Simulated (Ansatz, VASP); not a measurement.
# In2Au in two plane-wave programs, part 2 of 2

One calculation is typed for both programs; each brings its own data sets. How far apart do they land? The cell is taken from a series of runs on this material, whose earlier steps may have relaxed, scaled, displaced or heated it; both programs get it as it stands.

VASP 6.6.1 and Ansatz 0.2.0.

So far: Starting point; Ansatz: zone-centre phonons, PBEsol.

### 3. VASP: zone-centre phonons, PBEsol

Level of this step: PBEsol; plane waves and PAW (In_d, Au) (VASP).

The same cell, functional, mesh and smearing now go to VASP, with its own data sets.

Lines of VASP's logs that name or quote its potential files are left out, and so is its time.

The input, INCAR:

```
SYSTEM = In2Au
PREC = Accurate
ENCUT = 500
EDIFF = 1E-08
NELM = 120
ISMEAR = 1
SIGMA = 0.2
LREAL = .FALSE.
ALGO = Normal
GGA = PS
NBANDS = 24
LASPH = .TRUE.
LORBIT = 11
LWAVE = .FALSE.
LCHARG = .FALSE.
ISIF = 2
IBRION = 8
GGA_COMPAT = .FALSE.
KPAR = 2
```

The input, POSCAR:

```
In2Au
1.0
    0.0000000000      3.2690591855      3.2690591855
    3.2690591855      0.0000000000      3.2690591855
    3.2690591855      3.2690591855      0.0000000000
In Au
2 1
Direct
    0.2500000000      0.2500000000      0.2500000000
    0.7500000000      0.7500000000      0.7500000000
    0.0000000000      0.0000000000      0.0000000000
```

The input, KPOINTS:

```
Automatic mesh
0
Gamma
4 4 4
0 0 0
```

PAW data sets: In_d and Au (PBE family, release 64).

Command:

```
> mpirun -np 2 vasp_std
```

Numbers of over 12 decimals in the logs are rounded to 6 here.

The program printed:

```text
[banner, memory and clock lines left out]
running    2 mpi-ranks, on    1 nodes
 distrk:  each k-point on    1 cores,    2 groups
 distr:  one band on    1 cores,    1 groups

 POSCAR found type information on POSCAR InAu
 POSCAR found :  2 types and       3 ions
|                                                                             |
|               ----> ADVICE to this user running VASP <----                  |
|                                                                             |
|     You enforced a specific xc type in the INCAR file but a different       |
|     [... a line on the potential file left out ...]
|     I HOPE YOU KNOW WHAT YOU ARE DOING!                                     |
|                                                                             |

 LDA part: xc-table for (Slater+PW92), standard interpolation
 POSCAR, INCAR and KPOINTS ok, starting setup
 FFT: planning ... GRIDC
 FFT: planning ... GRID_SOFT
 FFT: planning ... GRID
 WAVECAR not read
 entering main loop
       N       E                     dE             d eps       ncg     rms          rms(c)
DAV:   1     0.337232046109E+03    0.33723E+03   -0.17494E+04   384   0.197E+03
DAV:   2     0.159219326327E+02   -0.32131E+03   -0.31121E+03   400   0.471E+02
DAV:   3    -0.106593388363E+02   -0.26581E+02   -0.26284E+02   496   0.148E+02
DAV:   4    -0.113569585723E+02   -0.69762E+00   -0.69747E+00   400   0.251E+01
DAV:   5    -0.113960066104E+02   -0.39048E-01   -0.39047E-01   632   0.534E+00    0.817E+00
DAV:   6    -0.107032693953E+02    0.69274E+00   -0.30153E+00   416   0.140E+01    0.459E+00
DAV:   7    -0.106487601827E+02    0.54509E-01   -0.16348E-01   504   0.514E+00    0.258E+00
DAV:   8    -0.106310878796E+02    0.17672E-01   -0.46448E-02   496   0.269E+00    0.313E-01
DAV:   9    -0.106298080358E+02    0.12798E-02   -0.80600E-03   536   0.132E+00    0.246E-01
DAV:  10    -0.106298896937E+02   -0.81658E-04   -0.70728E-04   488   0.275E-01    0.538E-02
DAV:  11    -0.106299137534E+02   -0.24060E-04   -0.24773E-05   448   0.355E-02    0.193E-02
DAV:  12    -0.106299246197E+02   -0.10866E-04   -0.11892E-05   408   0.218E-02    0.551E-03
DAV:  13    -0.106299253283E+02   -0.70858E-06   -0.17111E-06   552   0.117E-02    0.299E-03
DAV:  14    -0.106299252564E+02    0.71869E-07   -0.17131E-07   384   0.290E-03    0.304E-04
DAV:  15    -0.106299252296E+02    0.26815E-07   -0.89443E-09   344   0.744E-04    0.203E-04
DAV:  16    -0.106299252362E+02   -0.66057E-08   -0.15352E-09   232   0.415E-04
   1 F= -.10629925E+02 E0= -.10628649E+02  d E =-.382748E-02
 Linear response reoptimize wavefunctions to high precision
DAV:   1    -0.106299252383E+02   -0.21009E-08   -0.46984E-10   240   0.204E-04
DAV:   2    -0.106299252381E+02    0.13915E-09   -0.19728E-10   232   0.141E-04
DAV:   3    -0.106299252381E+02    0.15461E-10   -0.10405E-10   240   0.922E-05
 Linear response DOF=           2
 Linear response progress:
  Degree of freedom:   1/  2
       N       E                     dE             d eps       ncg     rms          rms(c)
RMM:   1    -0.234691785696E+00   -0.23469E+00   -0.99565E-02  1230   0.426E+00
RMM:   2    -0.237200515233E+00   -0.25087E-02   -0.14997E-02  1403   0.905E-01    0.794E-02
RMM:   3    -0.237165708103E+00    0.34807E-04   -0.15040E-03  1470   0.290E-01    0.397E-02
RMM:   4    -0.237031996786E+00    0.13371E-03   -0.17507E-04  1535   0.106E-01    0.263E-02
RMM:   5    -0.236992702118E+00    0.39295E-04   -0.35291E-05  1514   0.429E-02    0.844E-03
RMM:   6    -0.236982995442E+00    0.97067E-05   -0.95928E-06  1542   0.202E-02    0.159E-03
RMM:   7    -0.236985864889E+00   -0.28694E-05   -0.61339E-06  1601   0.825E-03    0.810E-04
RMM:   8    -0.236986327325E+00   -0.46244E-06    0.30694E-06  1592   0.318E-03    0.331E-04
RMM:   9    -0.236984975208E+00    0.13521E-05    0.22215E-06  1553   0.140E-03    0.275E-04
RMM:  10    -0.236985005117E+00   -0.29909E-07    0.10008E-06  1696   0.627E-04    0.285E-04
RMM:  11    -0.236985090131E+00   -0.85014E-07    0.26525E-07  1645   0.292E-04    0.373E-04
RMM:  12    -0.236985180748E+00   -0.90617E-07    0.21055E-07  1581   0.161E-04    0.100E-04
RMM:  13    -0.236985208998E+00   -0.28250E-07    0.16685E-07  1627   0.884E-05    0.642E-05
RMM:  14    -0.236985219586E+00   -0.10588E-07    0.98412E-08  1473   0.423E-05    0.414E-05
RMM:  15    -0.236985229605E+00   -0.10019E-07    0.41941E-08  1432   0.217E-05    0.139E-05
RMM:  16    -0.236985237654E+00   -0.80496E-08    0.19424E-08  1334   0.117E-05    0.587E-06
 first order change of Fermi-energy   0.15627E-05
 force on displaced ion       1 direction 1 :  -5.061  -0.000  -0.000
 Linear response progress:
  Degree of freedom:   2/  2
       N       E                     dE             d eps       ncg     rms          rms(c)
RMM:   1    -0.293663834297E+00   -0.29366E+00   -0.25997E-01  1127   0.263E+00
RMM:   2    -0.292081472518E+00    0.15824E-02   -0.28804E-02   947   0.964E-01    0.110E-01
RMM:   3    -0.291458908172E+00    0.62256E-03   -0.54964E-03  1083   0.412E-01    0.710E-02
RMM:   4    -0.291582659825E+00   -0.12375E-03   -0.97695E-04  1058   0.144E-01    0.208E-02
RMM:   5    -0.291573226748E+00    0.94331E-05   -0.90640E-05  1033   0.594E-02    0.103E-02
RMM:   6    -0.291557028464E+00    0.16198E-04   -0.22279E-05   997   0.291E-02    0.310E-03
RMM:   7    -0.291533475074E+00    0.23553E-04   -0.40539E-06  1136   0.123E-02    0.186E-03
RMM:   8    -0.291523858898E+00    0.96162E-05    0.59581E-06  1095   0.374E-03    0.154E-03
RMM:   9    -0.291524303432E+00   -0.44453E-06    0.42389E-07  1136   0.152E-03    0.796E-04
RMM:  10    -0.291521684140E+00    0.26193E-05    0.18120E-06  1085   0.115E-03    0.245E-04
RMM:  11    -0.291520950610E+00    0.73353E-06   -0.35623E-06  1106   0.396E-04    0.577E-05
RMM:  12    -0.291520808585E+00    0.14202E-06    0.12693E-07  1143   0.192E-04    0.749E-05
RMM:  13    -0.291520674790E+00    0.13380E-06    0.85826E-08  1042   0.899E-05    0.389E-05
RMM:  14    -0.291519719200E+00    0.95559E-06   -0.96862E-08  1053   0.602E-05    0.647E-05
RMM:  15    -0.291519530147E+00    0.18905E-06   -0.62072E-08  1134   0.276E-05    0.470E-05
RMM:  16    -0.291519570700E+00   -0.40552E-07    0.12183E-08  1059   0.161E-05    0.322E-05
RMM:  17    -0.291519597721E+00   -0.27021E-07   -0.63336E-09  1191   0.169E-05    0.557E-06
RMM:  18    -0.291519593097E+00    0.46237E-08    0.19867E-08   970   0.419E-06    0.552E-06
 first order change of Fermi-energy   0.21250E-03
 force on displaced ion       3 direction 1 :  -5.733   0.000   0.000
 Linear response finished
```

From OUTCAR (step 3):

```text
ion  position               nearest neighbor table
   1  0.250  0.250  0.250-   3 2.83   3 2.83   3 2.83   3 2.83   2 3.27   2 3.27   2 3.27   2 3.27
                             2 3.27   2 3.27
   2  0.750  0.750  0.750-   3 2.83   3 2.83   3 2.83   3 2.83   1 3.27   1 3.27   1 3.27   1 3.27
                             1 3.27   1 3.27
   3  0.000  0.000  0.000-   2 2.83   2 2.83   2 2.83   1 2.83   2 2.83   1 2.83   1 2.83   1 2.83

  LATTYP: Found a face centered cubic cell.
 ALAT       =     6.5381183710

 Subroutine GETGRP returns: Found 48 space group operations
 (whereof 48 operations were pure point group operations)

The static configuration has the point symmetry O_h .

 Found      8 irreducible k-points:

   k-points           NKPTS =      8   k-points in BZ     NKDIM =      8   number of bands    NBANDS=     24

   dimension x,y,z NGX =    36 NGY =   36 NGZ =   36
   dimension x,y,z NGXF=    72 NGYF=   72 NGZF=   72

   ENCUT  =  500.0 eV  36.75 Ry    6.06 a.u.   8.43  8.43  8.43*2*pi/ulx,y,z

   NELECT =      37.0000    total number of electrons

 k-points in reciprocal lattice and weights: Automatic mesh
   0.00000000  0.00000000  0.00000000       0.016
   0.25000000  0.00000000  0.00000000       0.125
   0.50000000  0.00000000  0.00000000       0.062
   0.25000000  0.25000000  0.00000000       0.094
   0.50000000  0.25000000  0.00000000       0.375
  -0.25000000  0.25000000  0.00000000       0.188
   0.50000000  0.50000000  0.00000000       0.047
  -0.25000000  0.50000000  0.25000000       0.094

 average (electrostatic) potential at core
       1 -93.3045       2 -93.3045       3 -66.4961

  Total        0.0021057      0.0021057      0.0021057     -0.0000000     -0.0000000      0.0000000
  in kB        0.0482851      0.0482851      0.0482851     -0.0000000     -0.0000000      0.0000000
  external PRESSURE =       0.0482851 kB  Pullay stress =       0.0000000 kB

  energy-cutoff  :      500.00
  volume of cell :       69.87
      direct lattice vectors                 reciprocal lattice vectors
     0.000000000  3.269059186  3.269059186    -0.152949204  0.152949204  0.152949204
     3.269059186  0.000000000  3.269059186     0.152949204 -0.152949204  0.152949204
     3.269059186  3.269059186  0.000000000     0.152949204  0.152949204 -0.152949204

 POSITION                                       TOTAL-FORCE (eV/Angst)
 -----------------------------------------------------------------------------------
      1.63453      1.63453      1.63453        -0.000000     -0.000000     -0.000000
      4.90359      4.90359      4.90359         0.000000      0.000000      0.000000
      0.00000      0.00000      0.00000         0.000000      0.000000      0.000000
 -----------------------------------------------------------------------------------
    total drift:                                0.000000      0.000000      0.000000

 Eigenvectors and eigenvalues of the dynamical matrix
 ----------------------------------------------------

   1 f  =    3.933481 THz    24.714788 2PiTHz  131.206792 cm-1    16.267562 meV
             X         Y         Z           dx          dy          dz
      1.634530  1.634530  1.634530     0.705953   -0.040371    0.000000
      4.903589  4.903589  4.903589    -0.705953    0.040371   -0.000000
      0.000000  0.000000  0.000000     0.000000    0.000000    0.000000

   2 f  =    3.933481 THz    24.714788 2PiTHz  131.206792 cm-1    16.267562 meV
             X         Y         Z           dx          dy          dz
      1.634530  1.634530  1.634530     0.015938    0.278696   -0.649673
      4.903589  4.903589  4.903589    -0.015938   -0.278696    0.649673
      0.000000  0.000000  0.000000    -0.000000    0.000000   -0.000000

   3 f  =    3.933481 THz    24.714788 2PiTHz  131.206792 cm-1    16.267562 meV
             X         Y         Z           dx          dy          dz
      1.634530  1.634530  1.634530     0.037092    0.648613    0.279152
      4.903589  4.903589  4.903589    -0.037092   -0.648613   -0.279152
      0.000000  0.000000  0.000000     0.000000   -0.000000    0.000000

   4 f  =    3.631240 THz    22.815751 2PiTHz  121.125113 cm-1    15.017593 meV
             X         Y         Z           dx          dy          dz
      1.634530  1.634530  1.634530     0.128642    0.454144   -0.086485
      4.903589  4.903589  4.903589     0.128642    0.454144   -0.086485
      0.000000  0.000000  0.000000    -0.196894   -0.695097    0.132371

   5 f  =    3.631240 THz    22.815751 2PiTHz  121.125113 cm-1    15.017593 meV
             X         Y         Z           dx          dy          dz
      1.634530  1.634530  1.634530     0.056181    0.073749    0.470829
      4.903589  4.903589  4.903589     0.056181    0.073749    0.470829
      0.000000  0.000000  0.000000    -0.085988   -0.112878   -0.720635

   6 f  =    3.631240 THz    22.815751 2PiTHz  121.125113 cm-1    15.017593 meV
             X         Y         Z           dx          dy          dz
      1.634530  1.634530  1.634530     0.458879   -0.136343   -0.033398
      4.903589  4.903589  4.903589     0.458879   -0.136343   -0.033398
      0.000000  0.000000  0.000000    -0.702345    0.208682    0.051118

   7 f/i=    0.004206 THz     0.026427 2PiTHz    0.140296 cm-1     0.017394 meV
             X         Y         Z           dx          dy          dz
      1.634530  1.634530  1.634530     0.078791    0.070349    0.508496
      4.903589  4.903589  4.903589     0.078791    0.070349    0.508496
      0.000000  0.000000  0.000000     0.102957    0.091925    0.664454

   8 f/i=    0.004206 THz     0.026427 2PiTHz    0.140296 cm-1     0.017394 meV
             X         Y         Z           dx          dy          dz
      1.634530  1.634530  1.634530    -0.513226   -0.000000    0.079524
      4.903589  4.903589  4.903589    -0.513226   -0.000000    0.079524
      0.000000  0.000000  0.000000    -0.670635   -0.000000    0.103915

   9 f/i=    0.004206 THz     0.026427 2PiTHz    0.140296 cm-1     0.017394 meV
             X         Y         Z           dx          dy          dz
      1.634530  1.634530  1.634530    -0.010772    0.514564   -0.069519
      4.903589  4.903589  4.903589    -0.010772    0.514564   -0.069519
      0.000000  0.000000  0.000000    -0.014076    0.672384   -0.090841

 ELASTIC MODULI CONTR FROM IONIC RELAXATION (kBar)
 Direction    XX          YY          ZZ          XY          YZ          ZX
 --------------------------------------------------------------------------------
 XX          -0.0000      0.0000      0.0000     -0.0000     -0.0000     -0.0000
 YY           0.0000     -0.0000     -0.0000     -0.0000      0.0000     -0.0000
 ZZ           0.0000     -0.0000     -0.0000     -0.0000      0.0000     -0.0000
 XY          -0.0000     -0.0000     -0.0000   -131.6250      0.0000     -0.0000
 YZ          -0.0000      0.0000      0.0000      0.0000   -131.6250      0.0000
 ZX          -0.0000     -0.0000     -0.0000     -0.0000      0.0000   -131.6250
 --------------------------------------------------------------------------------
```

### 4. Comparison

Known differences besides the potentials themselves: VASP's run holds the zone centre alone; the data sets hold 45 valence electrons in Ansatz (on its default PAW (the set named soft_2) files) and 37 in VASP; the cutoff is 420 eV in Ansatz and 500 eV in VASP; Ansatz makes its cores anew for this functional, VASP keeps those of its PBE data sets. Total energies have different zeros and are not compared.

The two programs side by side:

| quantity | Ansatz | VASP | difference |
| --- | --- | --- | --- |
| optical mode 1 to 3 (cm⁻¹) | 117.0 | 121.1 | -3.40 % |
| optical mode 4 to 6 (cm⁻¹) | 130.7 | 131.2 | -0.39 % |

Modes are paired by rising frequency, not by their patterns, so a pair may set unlike modes beside each other; they are those without the splitting of longitudinal modes.

### 5. What came out

| Property | Result |
| --- | --- |
| r.m.s. difference of the optical zone-centre modes, each program's sorted by frequency (zone-centre phonons, PBEsol) | 2.9 cm⁻¹ |
| difference in optical mode 1 to 3 (zone-centre phonons, PBEsol) | -3.4 % |

In words: The r.m.s. difference of the optical zone-centre modes, each program's sorted by frequency is 2.9 cm⁻¹ (zone-centre phonons, PBEsol). The data sets hold unlike numbers of valence electrons (45 in Ansatz and 37 in VASP), so part of the differences may come from the potentials. Among the rows given in per cent, the largest difference of the zone-centre phonons, PBEsol pair is in optical mode 1 to 3, -3.4 %. How closely two codes agree says nothing of how well the functional describes the real material.

[Lines on the potential files, build, host, timing and source positions are cut from VASP's logs without a mark.]

[Logs are printed without paths, hosts, clocks, repeated set-up lines and the standing remarks that a program may print on its own settings, such as how far it seeks lower states.]

[Hosts, paths, dates, database ids (printed as entryN), source tags and the programs' standing remarks are cut or masked in the printed files.]
